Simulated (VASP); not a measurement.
```yaml
crystal:
  lattice:
    - [1.59170, 0.91897, 6.42274]
    - [-1.59170, 0.91897, 6.42274]
    - [0.00000, -1.83794, 6.42274]
  atoms:
    - { symbol: Mo, position: [0.00000, 0.00000, 0.00000] }
    - { symbol: S, position: [0.74724, 0.74724, 0.74724] }
    - { symbol: S, position: [0.58606, 0.58606, 0.58606] }
```

The numbers are results of r2SCAN meta-GGA, VASP's PBE PAW potentials (set 64) (plane waves; VASP), not measurements. Settings: 400 eV cut-off, 9×9×9 Γ-centred mesh, tetrahedra with Blöchl corrections, potentials Mo_sv S.

The cores are frozen, which limits the accuracy of field gradients.

**Question.** Give the principal components of the electric field gradient (V/Å²) and the asymmetry η at each nucleus.

**Answer.** 
```csv
atom,Vxx,Vyy,Vzz,η
Mo1,40.3,40.3,-80.6,0.00
S2,28.2,28.2,-56.5,0.00
S3,27.8,27.8,-55.7,0.00
```

The structure was generated: MoS2 was put into the 3R-MoS2 type (R3m), which need not be its known phase. It was relaxed first, which changed the volume by +6 %.
